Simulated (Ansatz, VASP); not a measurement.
# Cross-check of SrTeO3 (SrTeO3 (P2_1/c)) between VASP and Ansatz, part 2 of 2

Wanted: the spread between two codes on one cell, functional and k mesh.  The structure shown is the end of the Ansatz relaxation below.

VASP 6.6.1 and Ansatz 0.2.0.

So far: The starting structure; Ansatz: relaxation, r2SCAN.

## (3) VASP: single point, r2SCAN

Level of this step: r2SCAN; plane waves and PAW (Sr_sv, Te, O) (VASP).

The same cell, functional and mesh now go to VASP, with its own data sets and cutoff.

Lines of VASP's logs that name or quote its potential files are left out, and so is its time.

Contents of INCAR:

```
SYSTEM = SrTeO3
PREC = Accurate
ENCUT = 520
EDIFF = 1E-06
NELM = 100
ISMEAR = 0
SIGMA = 0.01
LREAL = .FALSE.
ALGO = Normal
METAGGA = R2SCAN
LASPH = .TRUE.
NBANDS = 88
LORBIT = 11
LWAVE = .FALSE.
LCHARG = .FALSE.
KPAR = 4
ISIF = 2
```

Contents of POSCAR:

```
SrTeO3
1.0
    6.7962406097      0.0000000000     -0.0235339717
    0.0000000000      7.2372399855      0.0000000000
   -5.1905729757      0.0000000000      7.0024778530
Sr Te O
4 4 12
Direct
    0.8610345231      0.6286083763      0.1304942505
    0.1389654769      0.1286083763      0.3695057495
    0.1389654769      0.3713916237      0.8695057495
    0.8610345231      0.8713916237      0.6304942505
    0.3721380766      0.8309818799      0.1048583078
    0.6278619234      0.3309818799      0.3951416922
    0.6278619234      0.1690181201      0.8951416922
    0.3721380766      0.6690181201      0.6048583078
    0.0881355595      0.8161822332      0.4799046331
    0.9118644405      0.3161822332      0.0200953669
    0.9118644405      0.1838177668      0.5200953669
    0.0881355595      0.6838177668      0.9799046331
    0.3939955881      0.9101497864      0.3188556004
    0.6060044119      0.4101497864      0.1811443996
    0.6060044119      0.0898502136      0.6811443996
    0.3939955881      0.5898502136      0.8188556004
    0.2222801645      0.0296504962      0.9367740493
    0.7777198355      0.5296504962      0.5632259507
    0.7777198355      0.9703495038      0.0632259507
    0.2222801645      0.4703495038      0.4367740493
```

Contents of KPOINTS:

```
Automatic mesh
0
Gamma
5 4 4
0 0 0
```

The projector-augmented-wave data sets are Sr_sv, Te and O (PBE family, release 64).

On the command line:

```bash
$ mpirun -np 4 vasp_std
```

Numbers of over 12 decimals in the logs are rounded to 6 here.

The program printed:

```text
[banner, memory and clock lines left out]
running    4 mpi-ranks, on    1 nodes
 distrk:  each k-point on    1 cores,    4 groups
 distr:  one band on    1 cores,    1 groups

 POSCAR found type information on POSCAR SrTeO
 POSCAR found :  3 types and      20 ions
|                                                                             |
|               ----> ADVICE to this user running VASP <----                  |
|                                                                             |
|     You have a (more or less) 'large supercell' and for larger cells it     |
|     might be more efficient to use real-space projection operators.         |
|     Therefore, try LREAL= Auto in the INCAR file.                           |
|     Mind: For very accurate calculation, you might also keep the            |
|     reciprocal projection scheme (i.e. LREAL=.FALSE.).                      |
|                                                                             |

|                                                                             |
|               ----> ADVICE to this user running VASP <----                  |
|                                                                             |
|     You enforced a specific xc type in the INCAR file but a different       |
|     [... a line on the potential file left out ...]
|     I HOPE YOU KNOW WHAT YOU ARE DOING!                                     |
|                                                                             |

 LDA part: xc-table for (None), standard interpolation
 POSCAR, INCAR and KPOINTS ok, starting setup
 FFT: planning ... GRIDC
 FFT: planning ... GRID_SOFT
 FFT: planning ... GRID
 WAVECAR not read
 entering main loop
       N       E                     dE             d eps       ncg     rms          rms(c)
DAV:   1     0.776676138938E+03    0.77668E+03   -0.69951E+04  5824   0.147E+03
DAV:   2    -0.250553892508E+03   -0.10272E+04   -0.99465E+03  7096   0.340E+02
DAV:   3    -0.341517826854E+03   -0.90964E+02   -0.90197E+02  7424   0.975E+01
DAV:   4    -0.345275554657E+03   -0.37577E+01   -0.37440E+01  9680   0.172E+01
DAV:   5    -0.345475975965E+03   -0.20042E+00   -0.20036E+00  8288   0.265E+00    0.552E+01
DAV:   6    -0.274506956011E+03    0.70969E+02   -0.78007E+01  7448   0.287E+01    0.389E+01
DAV:   7    -0.276307420818E+03   -0.18005E+01   -0.99036E+00  6960   0.868E+00    0.141E+01
DAV:   8    -0.276406578067E+03   -0.99157E-01   -0.91109E-01  7472   0.359E+00    0.606E+00
DAV:   9    -0.276447491283E+03   -0.40913E-01   -0.25321E-01  6816   0.193E+00    0.131E+00
DAV:  10    -0.276454627489E+03   -0.71362E-02   -0.27009E-02  7816   0.548E-01    0.717E-01
DAV:  11    -0.276458581802E+03   -0.39543E-02   -0.10568E-02  6848   0.422E-01    0.334E-01
DAV:  12    -0.276458674844E+03   -0.93042E-04   -0.14625E-03  7040   0.167E-01    0.126E-01
DAV:  13    -0.276458769466E+03   -0.94621E-04   -0.33652E-04  6608   0.670E-02    0.571E-02
DAV:  14    -0.276458762913E+03    0.65522E-05   -0.46979E-05  8240   0.309E-02    0.282E-02
DAV:  15    -0.276458764829E+03   -0.19156E-05   -0.15721E-05  6536   0.157E-02    0.103E-02
DAV:  16    -0.276458764795E+03    0.34130E-07   -0.33486E-06  5632   0.730E-03
   1 F= -.27645876E+03 E0= -.27645876E+03  d E =-.408349E-26
```

OUTCAR, selected parts (step 3):

```text
ion  position               nearest neighbor table
   1  0.861  0.629  0.130-  19 2.53  10 2.56  14 2.57  20 2.57  12 2.59  16 2.69   9 2.81   8 3.47
                             5 3.51   7 3.73   8 3.73   5 3.90   2 4.04   2 4.04   6 4.10   3 4.17
   2  0.139  0.129  0.370-  20 2.53   9 2.56  13 2.57  19 2.57  11 2.59  15 2.69  10 2.81   7 3.47
                             6 3.51   8 3.73   7 3.73   6 3.90   1 4.04   1 4.04   5 4.10   4 4.17
   3  0.139  0.371  0.870-  17 2.53  12 2.56  16 2.57  18 2.57  10 2.59  14 2.69  11 2.81   6 3.47
                             7 3.51   5 3.73   6 3.73   7 3.90   4 4.04   4 4.04   8 4.10   1 4.17
   4  0.861  0.871  0.630-  18 2.53  11 2.56  15 2.57  17 2.57   9 2.59  13 2.69  12 2.81   5 3.47
                             8 3.51   6 3.73   5 3.73   8 3.90   3 4.04   3 4.04   7 4.10   2 4.17
   5  0.372  0.831  0.105-  17 1.86  13 1.87  12 1.88   4 3.47   1 3.51   3 3.73   4 3.73   1 3.90
                             2 4.10   3 4.26
   6  0.628  0.331  0.395-  18 1.86  14 1.87  11 1.88   3 3.47   2 3.51   4 3.73   3 3.73   2 3.90
                             1 4.10   4 4.26
   7  0.628  0.169  0.895-  19 1.86  15 1.87  10 1.88   2 3.47   3 3.51   1 3.73   2 3.73   3 3.90
                             4 4.10   1 4.26
   8  0.372  0.669  0.605-  20 1.86  16 1.87   9 1.88   1 3.47   4 3.51   2 3.73   1 3.73   4 3.90
                             3 4.10   2 4.26
   9  0.088  0.816  0.480-   8 1.88   2 2.56   4 2.59   1 2.81
  10  0.912  0.316  0.020-   7 1.88   1 2.56   3 2.59   2 2.81
  11  0.912  0.184  0.520-   6 1.88   4 2.56   2 2.59   3 2.81
  12  0.088  0.684  0.980-   5 1.88   3 2.56   1 2.59   4 2.81
  13  0.394  0.910  0.319-   5 1.87   2 2.57   4 2.69
  14  0.606  0.410  0.181-   6 1.87   1 2.57   3 2.69
  15  0.606  0.090  0.681-   7 1.87   4 2.57   2 2.69
  16  0.394  0.590  0.819-   8 1.87   3 2.57   1 2.69
  17  0.222  0.030  0.937-   5 1.86   3 2.53   4 2.57
  18  0.778  0.530  0.563-   6 1.86   4 2.53   3 2.57
  19  0.778  0.970  0.063-   7 1.86   1 2.53   2 2.57
  20  0.222  0.470  0.437-   8 1.86   2 2.53   1 2.57

  LATTYP: Found a simple monoclinic cell.
 ALAT       =     6.7962813562
 B/A-ratio  =     1.0648823388
 C/A-ratio  =     1.0537045620
 COS(beta)  =    -0.2208394499

 Subroutine GETGRP returns: Found  4 space group operations
 (whereof  2 operations were pure point group operations)

The static configuration has the point symmetry S_2 .
 The point group associated with its full space group is C_2h.

 Found     33 irreducible k-points:

   k-points           NKPTS =     33   k-points in BZ     NKDIM =     33   number of bands    NBANDS=     88

   dimension x,y,z NGX =    54 NGY =   54 NGZ =   70
   dimension x,y,z NGXF=   108 NGYF=  108 NGZF=  140

   ENCUT  =  520.0 eV  38.22 Ry    6.18 a.u.  12.64 13.46 16.21*2*pi/ulx,y,z

   NELECT =     136.0000    total number of electrons

 k-points in reciprocal lattice and weights: Automatic mesh
   0.00000000  0.00000000  0.00000000       0.013
   0.20000000  0.00000000  0.00000000       0.025
   0.40000000  0.00000000  0.00000000       0.025
   0.00000000  0.25000000  0.00000000       0.025
   0.20000000  0.25000000  0.00000000       0.050
   0.40000000  0.25000000  0.00000000       0.050
   0.00000000  0.50000000  0.00000000       0.013
   0.20000000  0.50000000  0.00000000       0.025
   0.40000000  0.50000000  0.00000000       0.025
[...]
0.20000000  0.50000000  0.50000000       0.025
   0.40000000  0.50000000  0.50000000       0.025

 average (electrostatic) potential at core
       1 -40.3254       2 -40.3254       3 -40.3254       4 -40.3254       5 -97.0296
       6 -97.0296       7 -97.0296       8 -97.0296       9 -74.7993      10 -74.7993
      11 -74.7993      12 -74.7993      13 -74.8074      14 -74.8074      15 -74.8074
      16 -74.8074      17 -74.7326      18 -74.7326      19 -74.7326      20 -74.7326

 E-fermi :   2.3007

 k-point     1 :       0.0000    0.0000    0.0000
  band No.  band energies     occupation
    ...
     64       1.3686      2.00000
     65       1.5361      2.00000
     66       1.9733      2.00000
     67       2.0012      2.00000
     68       2.0750      2.00000
     69       6.3494      0.00000
     70       6.8565      0.00000
     71       7.4149      0.00000
     72       7.4416      0.00000
     73       7.6880      0.00000
    ...

 k-point     2 :       0.2000    0.0000    0.0000
  band No.  band energies     occupation
    ...
     64       1.5138      2.00000
     65       1.5701      2.00000
     66       1.8997      2.00000
     67       2.0061      2.00000
     68       2.1361      2.00000
     69       6.5491      0.00000
     70       6.9244      0.00000
     71       7.3217      0.00000
     72       7.3392      0.00000
     73       7.5015      0.00000
    ...

 k-point     3 :       0.4000    0.0000    0.0000
  band No.  band energies     occupation
    ...
     64       1.5051      2.00000
     65       1.7669      2.00000
     66       1.8617      2.00000
     67       2.0849      2.00000
     68       2.1692      2.00000
     69       6.7397      0.00000
     70       6.8561      0.00000
     71       7.0445      0.00000
     72       7.2008      0.00000
     73       7.5073      0.00000
    ...

  Total        0.2405683      0.2881930      0.2186719      0.0000000      0.0000000      0.0286722
  in kB        1.1219451      1.3440539      1.0198265      0.0000000      0.0000000      0.1337194
  external PRESSURE =       1.1619418 kB  Pullay stress =       0.0000000 kB

  energy-cutoff  :      520.00
  volume of cell :      343.54
      direct lattice vectors                 reciprocal lattice vectors
     6.796240610  0.000000000 -0.023533972     0.147518820  0.000000000  0.109348036
     0.000000000  7.237239985  0.000000000     0.000000000  0.138174221  0.000000000
    -5.190572976  0.000000000  7.002477853     0.000495782  0.000000000  0.143174090

 POSITION                                       TOTAL-FORCE (eV/Angst)
 -----------------------------------------------------------------------------------
      5.17446      4.54939      0.89352        -0.005466      0.013399     -0.001239
     -0.97350      0.93077      2.58419         0.005466      0.013399      0.001239
     -3.56879      2.68785      6.08542         0.005466     -0.013399      0.001239
      2.57917      6.30647      4.39476        -0.005466     -0.013399     -0.001239
      1.98487      6.01402      0.72551         0.057801     -0.028298      0.007140
      2.21609      2.39540      2.75219        -0.057801     -0.028298     -0.007140
     -0.37920      1.22322      6.25343        -0.057801      0.028298     -0.007140
     -0.61042      4.84184      4.22675         0.057801      0.028298      0.007140
     -1.89199      5.90691      3.35845        -0.003996     -0.027293      0.004909
      6.09294      2.28829      0.11926         0.003996     -0.027293     -0.004909
      3.49766      1.33033      3.62050         0.003996      0.027293     -0.004909
     -4.48728      4.94895      6.85969        -0.003996      0.027293      0.004909
      1.02265      6.58697      2.22351        -0.015159     -0.000588     -0.007177
      3.17831      2.96835      1.25420         0.015159     -0.000588      0.007177
      0.58302      0.65027      4.75544         0.015159      0.000588      0.007177
     -1.57264      4.26889      5.72475        -0.015159      0.000588     -0.007177
     -3.35172      0.21459      6.55451        -0.007680     -0.001548      0.014505
      2.36211      3.83321      3.92567         0.007680     -0.001548     -0.014505
      4.95739      7.02265      0.42444         0.007680      0.001548     -0.014505
     -0.75644      3.40403      3.05327        -0.007680      0.001548      0.014505
 -----------------------------------------------------------------------------------
    total drift:                                0.000000      0.000000     -0.000000

  FREE ENERGIE OF THE ION-ELECTRON SYSTEM (eV)
  ---------------------------------------------------
  free  energy   TOTEN  =      -276.4587647949 eV

  energy  without entropy=     -276.4587647949  energy(sigma->0) =     -276.45876479

 total charge
# of ion       s       p       d       tot
------------------------------------------
    1        2.000   5.884   0.172   8.056
    2        2.000   5.884   0.172   8.056
    3        2.000   5.884   0.172   8.056
    4        2.000   5.884   0.172   8.056
    5        1.381   1.687   0.297   3.364
    6        1.381   1.687   0.297   3.364
    7        1.381   1.687   0.297   3.364
    8        1.381   1.687   0.297   3.364
    9        1.578   3.478   0.000   5.056
   10        1.578   3.478   0.000   5.056
   11        1.578   3.478   0.000   5.056
   12        1.578   3.478   0.000   5.056
   13        1.582   3.461   0.000   5.043
   14        1.582   3.461   0.000   5.043
   15        1.582   3.461   0.000   5.043
   16        1.582   3.461   0.000   5.043
   17        1.580   3.477   0.000   5.057
   18        1.580   3.477   0.000   5.057
   19        1.580   3.477   0.000   5.057
   20        1.580   3.477   0.000   5.057
--------------------------------------------------
tot         32.485  71.944   1.872 106.301

[... 3 further parts left out ...]
```

The run ends at a pressure of 0.12 GPa, with forces up to 0.065 eV/Å.

## (4) Comparison

Known differences besides the PAW data sets themselves: VASP keeps PBE cores, Ansatz makes them for the functional; fixed occupations in Ansatz, narrow Gaussian smearing in VASP; the data sets hold 176 valence electrons in Ansatz (default PAW (the set named soft_2) files) and 136 in VASP; the cutoff is 500 eV in Ansatz and 520 eV in VASP; Ansatz's pressure holds a Pulay correction, VASP's none. Total energies have different zeros and are not compared.

The two programs side by side:

```
              quantity  Ansatz   VASP  difference
        pressure (GPa)   -0.01   0.12       -0.12
gap on the k mesh (eV)   4.145  4.121      +0.024
```

At this near-relaxed geometry the largest component of a force difference is 62 meV/Å.

## (5) Looking for the cause

The difference is large enough to ask for its cause, so further runs change the set-up of one program at a time, as the table lists.

```
                                                                    run  r.m.s. force difference (meV/Å)
                                                               as above                               21
VASP with the data sets Sr_sv_GW, Te_GW and O_GW and a cutoff of 670 eV                               86
```

## (6) Outcome

| Quantity | Value |
| --- | --- |
| r.m.s. force difference (single point, r2SCAN) | 21 meV/Å |

The r.m.s. force difference is 21 meV/Å (single point, r2SCAN), beyond the 12 meV/Å picked in this series as the mark of a large difference. For single point, r2SCAN: no further run halves the r.m.s. force difference (one raises it to 86 meV/Å). How closely two codes agree says nothing of how well the functional describes the real material.

[Lines on the potential files, build, host, timing and source positions are cut from VASP's logs without a mark.]

[Logs are printed without paths, hosts, clocks, repeated set-up lines and the standing remarks that a program may print on its own settings, such as how far it seeks lower states.]

[Hosts, paths, dates, database ids (printed as entryN), source tags and the programs' standing remarks are cut or masked in the printed files.]
